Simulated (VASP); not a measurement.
Given:

```yaml
crystal:
  lattice:
    - [1.53412, -2.65717, 0.00000]
    - [1.53412, 2.65717, 0.00000]
    - [0.00000, 0.00000, 3.47403]
  atoms:
    - { symbol: Mg, position: [0.00000, 0.00000, 0.00000] }
    - { symbol: B, position: [0.33333, 0.66667, 0.50000] }
    - { symbol: B, position: [0.66667, 0.33333, 0.50000] }
```

Method: SCAN meta-GGA, VASP's PBE PAW potentials (set 64) (plane waves; VASP 6.6.1). Run with 520 eV cut-off, 13×13×10 Γ-centred mesh, tetrahedra with Blöchl corrections, potentials Mg B.

Problem. Estimate the energy per atom (σ→0), band gap (over mesh and band path) with the smallest direct gap where there is one.

Solution. 
| Item | Result |
|---|---|
| band gap (over mesh and band path) | none (metal, semimetal or under 0.01 eV) |
| energy per atom (σ→0) | -6800 meV/atom |

The absolute energy has meaning only against runs of the same code, potentials and settings.

The compound is MgB2 in the AlB2 type structure. It was relaxed first.
